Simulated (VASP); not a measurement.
Input:

```yaml
crystal:
  lattice:
    - [0.00000, 2.93500, 2.93500]
    - [2.93500, 0.00000, 2.93500]
    - [2.93500, 2.93500, 0.00000]
  atoms:
    - { symbol: In, position: [0.00000, 0.00000, 0.00000] }
    - { symbol: P, position: [0.25000, 0.25000, 0.25000] }
```

The numbers are results of PBE GGA, VASP's PBE PAW potentials (set 64) (plane waves; VASP), not measurements. Settings: 400 eV cut-off, 7×7×7 Γ-centred mesh, Gaussian smearing of 0.050 eV, potentials In_d P.

Unless said otherwise, spin-orbit coupling is left out, though it shifts the bands of the heavy elements here.

Question: What does the run give for the energy per atom (σ→0), pressure, band gap (on the k-mesh) with the smallest direct gap where there is one?

Answer: 
The band gap (on the k-mesh) is 0.69 eV and the smallest direct gap (on the k-mesh) is 0.69 eV. The energy per atom (σ→0) comes out as -4.191 eV/atom and the pressure comes out as 2.92 GPa.

Only differences to runs with the same potentials and settings are physical.

The compound is InP in the zinc blende structure. The cell was not relaxed at this level.
